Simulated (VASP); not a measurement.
# PdC18 in VASP: single point with r2SCAN+D3(BJ)

Aim: the single point of PdC18 with r2SCAN+D3(BJ).

Program: VASP 6.6.1. These are calculated values, not measurements. Logs are shortened: lines on timing, memory, paths and dates and some standing lists are left out, and cuts for length are marked.

### Step 1. Starting point

The cell holds a slab with vacuum, 19 atoms: a = 7.398 Å, b = 7.398 Å, c = 11.000 Å, α = 90.00°, β = 90.00°, γ = 120.00°.

The cell was built by a generator and needn't be a form met in nature.

### Step 2. Single point, r2SCAN+D3(BJ)

Input file POSCAR:

```
PdC18
1.0
    7.3980000000      0.0000000000      0.0000000000
   -3.6990000000      6.4068560000      0.0000000000
    0.0000000000      0.0000000000     11.0000000000
C Pd
18 1
Direct
   -0.0017358492     -0.0049092624      0.0901362029
    0.2208966586      0.1060845361      0.0896619439
   -0.0007398254      0.3277528384      0.0988059213
    0.2231750111      0.4402428398      0.0922960152
   -0.0007835707      0.6641633403      0.0923128419
    0.2213680640      0.7731143413      0.0884434876
    0.3316035145     -0.0046528622      0.0878146673
    0.5539118433      0.1056365686      0.0884233810
    0.3319031318      0.3287484720      0.0901164856
    0.5541144264      0.4392875227      0.0901435627
    0.3321157202      0.6623828531      0.0884414458
    0.5543739520      0.7726428619      0.0878589937
    0.6646350901     -0.0050773503      0.0884422010
    0.8867669318      0.1038764545      0.0922811674
    0.6628572408      0.3277576942      0.0923084448
    0.8867276796      0.4402407391      0.0988554552
    0.6650785660      0.6618952178      0.0897169337
    0.8877546851      0.7729181856      0.0901589662
    0.9432738299      0.3837128093      0.2837820827
```

Input file INCAR.step1:

```
PREC = Accurate ; ENCUT = 520
ISMEAR = -1 ; SIGMA = 0.05
LREAL = Auto ; LASPH = T
NELM = 100 ; NBANDS = 56
GGA = PE ; ALGO = Normal
EDIFF = 1E-4 ; LWAVE = T
LCHARG = F
```

Input file INCAR.step2:

```
PREC = Accurate ; ENCUT = 520
EDIFF = 1E-7 ; ISMEAR = -1
SIGMA = 0.05 ; LREAL = Auto
LASPH = T ; NELM = 100
ALGO = Normal ; ISIF = 2
LWAVE = F ; LCHARG = F
METAGGA = R2SCAN ; LMIXTAU = T
IVDW = 12 ; VDW_S6 = 1.0
VDW_S8 = 0.78981345 ; VDW_A1 = 0.49484001
VDW_A2 = 5.73083694 ; NBANDS = 56
ISTART = 1
```

Input file KPOINTS:

```
regular mesh
0
Gamma
  2 2 1
```

Potentials or basis: VASP PAW PBE potentials, release 64 (C, Pd).

The run is started by

```bash
$ cat potpaw_PBE.64/C/POTCAR potpaw_PBE.64/Pd/POTCAR > POTCAR
$ cp INCAR.step1 INCAR
$ mpirun -np 1 vasp_std > vasp.out
$ cp INCAR.step2 INCAR
$ mpirun -np 1 vasp_std > vasp.out
```

OUTCAR:

```text
PREC = Accurate
   ENCUT = 520
   EDIFF = 1E-7
   ISMEAR = -1
   LREAL = Auto
   LASPH = T
   NELM = 100
   ISIF = 2
   METAGGA = R2SCAN
   IVDW = 12
   ISTART = 1
 IVDW          = 12

 ion  position               nearest neighbor table
   1  0.998  0.995  0.090-  14 1.41  18 1.42   2 1.43
   2  0.221  0.106  0.090-   7 1.42   1 1.43   9 1.43
   3  0.999  0.328  0.099-  14 1.44   4 1.44  16 1.44  19 2.16
   4  0.223  0.440  0.092-   9 1.41  11 1.42   3 1.44
   5  0.999  0.664  0.092-  18 1.41   6 1.42  16 1.44
   6  0.221  0.773  0.088-  11 1.42   7 1.42   5 1.42
   7  0.332  0.995  0.088-   2 1.42   6 1.42   8 1.42
   8  0.554  0.106  0.088-  13 1.42  15 1.42   7 1.42
   9  0.332  0.329  0.090-   4 1.41  10 1.42   2 1.43
  10  0.554  0.439  0.090-  15 1.41   9 1.42  17 1.43
  11  0.332  0.662  0.088-   6 1.42   4 1.42  12 1.42
  12  0.554  0.773  0.088-  17 1.42  11 1.42  13 1.42
  13  0.665  0.995  0.088-   8 1.42  14 1.42  12 1.42
  14  0.887  0.104  0.092-   1 1.41  13 1.42   3 1.44
  15  0.663  0.328  0.092-  10 1.41   8 1.42  16 1.44
  16  0.887  0.440  0.099-  15 1.44   5 1.44   3 1.44  19 2.16
  17  0.665  0.662  0.090-  12 1.42  10 1.43  18 1.43
  18  0.888  0.773  0.090-   5 1.41   1 1.42  17 1.43
  19  0.943  0.384  0.284-   3 2.16  16 2.16

  LATTYP: Found a hexagonal cell.
 ALAT       =     7.3980000000
 C/A-ratio  =     1.4868883482

  Lattice vectors:

 A1 = (   7.3980000000,   0.0000000000,   0.0000000000)
 A2 = (  -3.6990000000,   6.4068560000,   0.0000000000)
 A3 = (   0.0000000000,   0.0000000000,  11.0000000000)

Analysis of symmetry for initial positions (statically):
=====================================================================
 Subroutine PRICEL returns:
 Original cell was already a primitive cell.

 Routine SETGRP: Setting up the symmetry group for a
 hexagonal supercell.

 Subroutine GETGRP returns: Found  1 space group operations
 (whereof  1 operations were pure point group operations)
 out of a pool of 24 trial point group operations.

The static configuration has the point symmetry C_1 .

Analysis of symmetry for dynamics (positions and initial velocities):
=====================================================================
 Subroutine PRICEL returns:
 Original cell was already a primitive cell.

 Routine SETGRP: Setting up the symmetry group for a
 hexagonal supercell.

 Subroutine GETGRP returns: Found  1 space group operations
 (whereof  1 operations were pure point group operations)
 out of a pool of 24 trial point group operations.

The dynamic configuration has the point symmetry C_1 .

 Subroutine INISYM returns: Found  1 space group operations
 (whereof  1 operations are pure point group operations),
 and found     1 'primitive' translations

----------------------------------------------------------------------------------------

                                     Primitive cell

  volume of cell :     521.3771

  direct lattice vectors                    reciprocal lattice vectors
     7.398000000  0.000000000  0.000000000     0.135171668  0.078041398  0.000000000
    -3.699000000  6.406856000  0.000000000     0.000000000  0.156082796  0.000000000
     0.000000000  0.000000000 11.000000000     0.000000000  0.000000000  0.090909091

  length of vectors
     7.398000000  7.398000054 11.000000000     0.156082797  0.156082796  0.090909091

  position of ions in fractional coordinates (direct lattice)
     0.998264151  0.995090738  0.090136203
     0.220896659  0.106084536  0.089661944
     0.999260175  0.327752838  0.098805921
     0.223175011  0.440242840  0.092296015
     0.999216429  0.664163340  0.092312842
     0.221368064  0.773114341  0.088443488
[... 11 lines left out ...]
     0.887754685  0.772918186  0.090158966
     0.943273830  0.383712809  0.283782083

  ion indices of the primitive-cell ions
   primitive index   ion index
                 1           1
                 2           2
                 3           3
                 4           4
                 5           5
                 6           6
[... 11 lines left out ...]
                18          18
                19          19

----------------------------------------------------------------------------------------

 KPOINTS: regular mesh

Automatic generation of k-mesh.
 Grid dimensions read from file:
 generate k-points for:    2    2    1

 Generating k-lattice:

  Cartesian coordinates                     Fractional coordinates (reciprocal lattice)
     0.067585834  0.039020699  0.000000000     0.500000000 -0.000000000  0.000000000
     0.000000000  0.078041398  0.000000000     0.000000000  0.500000000  0.000000000
     0.000000000  0.000000000  0.090909091     0.000000000  0.000000000  1.000000000

  Length of vectors
     0.078041399  0.078041398  0.090909091

  Shift w.r.t. Gamma in fractional coordinates (k-lattice)
     0.000000000  0.000000000  0.000000000

 Subroutine IBZKPT returns following result:
 ===========================================

 Found      4 irreducible k-points:

 Following reciprocal coordinates:
            Coordinates               Weight
  0.000000  0.000000  0.000000      1.000000
  0.500000 -0.000000  0.000000      1.000000
  0.000000  0.500000  0.000000      1.000000
  0.500000  0.500000  0.000000      1.000000
   k-points           NKPTS =      4   k-points in BZ     NKDIM =      4   number of bands    NBANDS=     56
   number of dos      NEDOS =    301   number of ions     NIONS =     19
   total plane-waves  NPLWV = 263424
   dimension x,y,z NGX =    56 NGY =   56 NGZ =   84
   dimension x,y,z NGXF=   112 NGYF=  112 NGZF=  168
   ions per type =              18   1
   NGX,Y,Z   is equivalent  to a cutoff of  12.58, 12.58, 12.70 a.u.
   NGXF,Y,Z  is equivalent  to a cutoff of  25.17, 25.17, 25.39 a.u.
 SYSTEM =  unknown system
   PREC   = accura    normal or accurate (medium, high low for compatibility)
   ISTART =      1    job   : 0-new  1-cont  2-samecut
   ICHARG =      0    charge: 1-file 2-atom 10-const
   ISPIN  =      1    spin polarized calculation?
   LNONCOLLINEAR =      F non collinear calculations
   LSORBIT =      F    spin-orbit coupling
   LASPH  =      T    aspherical Exc in radial PAW
   ENCUT  =  520.0 eV  38.22 Ry    6.18 a.u.  13.76 13.76 20.45*2*pi/ulx,y,z
   NELM   =    100;   NELMIN=  2; NELMDL=  0     # of ELM steps
   EDIFF  = 0.1E-06   stopping-criterion for ELM
   LREAL  =      T    real-space projection
   EDIFFG = 0.1E-05   stopping-criterion for IOM
   NSW    =      0    number of steps for IOM
   IBRION =     -1    ionic relax: 0-MD 1-quasi-New 2-CG
   NFREE  =      0    steps in history (QN), initial steepest desc. (CG)
   ISIF   =      2    stress and relaxation
   ISYM   =      2    0-nonsym 1-usesym 2-fastsym
   POTIM  = 0.5000    time-step for ionic-motion
   TEBEG  =    0.0;   TEEND  =   0.0 temperature during run
   PSTRESS=    0.0 pullay stress
   NELECT =      82.0000    total number of electrons
   NUPDOWN=      -1.0000    fix difference up-down
   EMIN   =  10.00;   EMAX   =-10.00  energy-range for DOS
   EFERMI =   0.00;   METHOD = LEGACY
   ISMEAR =    -1;   SIGMA  =   0.05  broadening in eV -4-tet -1-fermi 0-gaus
   EFERMI_NEDOS =   21; number of points for ismear=-14 and -15
   IALGO  =     38    algorithm
   IMIX   =      4    mixing-type and parameters
     AMIX     =   0.40;   BMIX     =  1.00
     AMIX_MAG =   1.60;   BMIX_MAG =  1.00
  volume/ion in A,a.u.               =      27.44       185.18
  Fermi-wavevector in a.u.,A,eV,Ry     =   0.883681  1.669915 10.624679  0.780892
  Thomas-Fermi vector in A             =   2.004480
   LORBIT       =      0    0 simple, 1 ext, 2 COOP (PROOUT), +10 PAW based schemes
   METAGGA = R2SCAN    functional components
   LHFCALC =     F    Hartree Fock is set to
   AEXX    =    0.0000 exact exchange contribution
   IVDW    =    12    specifies the selected vdW correction
   LEPSILON=     F    determine dielectric tensor
   LRPA    =     F    only Hartree local field effects (RPA)
 non-spin polarized calculation
  energy-cutoff  :      520.00
  volume of cell :      521.38
 maximum number of plane-waves:     14099
 NGX is ok and might be reduce to    56
   NGX = 27   NGY = 27   NGZ = 41

 number of electron      81.9999999 magnetization

 Free energy of the ion-electron system (eV)
  ---------------------------------------------------
  ext. energy  EPLUGINS =         0.00000000
  ---------------------------------------------------
  free energy    TOTEN  =      -198.40466608 eV

  energy without entropy =     -198.36574756  energy(sigma->0) =     -198.38520682

 E-fermi :  -0.6946     XC(G=0):  -4.5273

 val. band max:       -0.7042873087   @ k =   0.0000   0.0000   0.0000
 cond. band min:      -0.6881445941   @ k =   0.0000   0.0000   0.0000
 fundamental gap:      0.0161427146
 Fermi energy:        -0.6946119278

 k-point     1 :       0.0000    0.0000    0.0000
  band No.  band energies     occupation
      1     -21.6620      2.00000
      2     -19.1145      2.00000
      3     -18.9594      2.00000
      4     -18.8954      2.00000
      5     -18.8878      2.00000
      6     -18.8702      2.00000
[... 45 lines left out ...]
     52       4.4367      0.00000
     53       4.5619      0.00000

 k-point     2 :       0.5000   -0.0000    0.0000
  band No.  band energies     occupation
      1     -21.0279      2.00000
      2     -20.9133      2.00000
      3     -19.6288      2.00000
      4     -19.5762      2.00000
      5     -17.0762      2.00000
      6     -16.9901      2.00000
[... 45 lines left out ...]
     52       4.6796      0.00000
     53       4.8527      0.00000

 k-point     3 :       0.0000    0.5000    0.0000
  band No.  band energies     occupation
      1     -21.0278      2.00000
      2     -20.9135      2.00000
      3     -19.6287      2.00000
      4     -19.5763      2.00000
      5     -17.0765      2.00000
      6     -16.9907      2.00000
[... 45 lines left out ...]
     52       4.6796      0.00000
     53       4.8528      0.00000

 k-point     4 :       0.5000    0.5000    0.0000
  band No.  band energies     occupation
      1     -21.0146      2.00000
      2     -20.9298      2.00000
      3     -19.6360      2.00000
      4     -19.5631      2.00000
      5     -17.0565      2.00000
      6     -17.0098      2.00000
[... 45 lines left out ...]
     52       4.6952      0.00000
     53       4.8626      0.00000
 [bands above 53 left out]

------------------------ aborting loop because EDIFF is reached ----------------------------------------

 Edisp (eV)   -0.74356

 E8    (eV) :    -0.1771

  FORCE on cell =-STRESS in cart. coord.  units (eV):
  Direction    XX          YY          ZZ          XY          YZ          ZX
  --------------------------------------------------------------------------------------
  -------------------------------------------------------------------------------------
  Total      -1.65670     0.61097    -0.21084     1.95875     0.00215     0.00155
  in kB      -5.09099     1.87750    -0.64792     6.01918     0.00662     0.00476
  external pressure =       -1.29 kB  Pullay stress =        0.00 kB

 VOLUME and BASIS-vectors are now :
 -----------------------------------------------------------------------------
  energy-cutoff  :      520.00
  volume of cell :      521.38
      direct lattice vectors                 reciprocal lattice vectors
     7.398000000  0.000000000  0.000000000     0.135171668  0.078041398  0.000000000
    -3.699000000  6.406856000  0.000000000     0.000000000  0.156082796  0.000000000
     0.000000000  0.000000000 11.000000000     0.000000000  0.000000000  0.090909091

 POSITION                                       TOTAL-FORCE (eV/Angst)
 -----------------------------------------------------------------------------------
      3.70432      6.37540      0.99150         0.008349      0.018254     -0.004434
      1.24179      0.67967      0.98628        -0.002877      0.012979      0.002202
      6.18017      2.09987      1.08687         0.023224     -0.004103      0.022491
      0.02259      2.82057      1.01526         0.007634      0.005184     -0.004739
      4.93546      4.25520      1.01544         0.010586      0.001601     -0.003780
     -1.22207      4.95323      0.97288        -0.000098      0.004024     -0.006028
[... 11 lines left out ...]
      3.70858      4.95198      0.99175        -0.016607     -0.006016     -0.003913
      5.55899      2.45839      3.12160        -0.002548      0.001287     -0.003903
 -----------------------------------------------------------------------------------
    total drift:                                0.000417     -0.011959     -0.006515

  FREE ENERGIE OF THE ION-ELECTRON SYSTEM (eV)
  ---------------------------------------------------
  free  energy   TOTEN  =      -199.1482275110 eV

  energy  without entropy=     -199.1093089918  energy(sigma->0) =     -199.12876825
```

Run time: 15 min. Hardware: 1 thread of Intel Xeon Platinum 8488C (Sapphire Rapids), shared host; peak memory 0.65 GiB.

What came out:

```yaml
Free_energy: -199.1482 eV
Largest_force: 0.033 eV/Å
Band_gap_on_the_k_mesh: 0.02 eV, direct
Dispersion_energy_per_atom: -0.039 eV
```

Forces in eV/Å, atoms in the order of the input:
```
C    0.008  0.018 -0.004
C   -0.003  0.013  0.002
C    0.023 -0.004  0.022
C    0.008  0.005 -0.005
C    0.011  0.002 -0.004
C    0.000  0.004 -0.006
C    0.016  0.003  0.000
C   -0.011 -0.011 -0.001
C   -0.001 -0.007 -0.005
C   -0.005 -0.006 -0.004
C   -0.002 -0.001  0.000
C   -0.011  0.001  0.001
C   -0.004 -0.012 -0.006
C    0.004 -0.012  0.001
C   -0.004  0.001 -0.002
C   -0.012  0.011  0.021
C    0.003 -0.001 -0.001
C   -0.017 -0.006 -0.004
Pd  -0.003  0.001 -0.004
```

Levels at points of the mesh, in eV from the valence-band top:
| k point | band 39 | band 40 | band 41 | band 42 | band 43 | band 44 |
| --- | --- | --- | --- | --- | --- | --- |
| (0.00, 0.00, 0.00) | -1.70 | -0.17 | 0.00 | 0.02 | 0.24 | 1.11 |
| (0.50, 0.00, 0.00) | -1.61 | -1.51 | -1.22 | 1.18 | 1.69 | 2.52 |
| (0.00, 0.50, 0.00) | -1.61 | -1.51 | -1.22 | 1.18 | 1.69 | 2.52 |
| (0.50, 0.50, 0.00) | -1.44 | -1.43 | -1.35 | 1.08 | 1.73 | 2.46 |

Caveat: the k mesh is coarse (spacing up to 0.49 Å⁻¹), so the values aren't converged; the PAW data sets were made with another functional, which shifts forces and pressure a little.
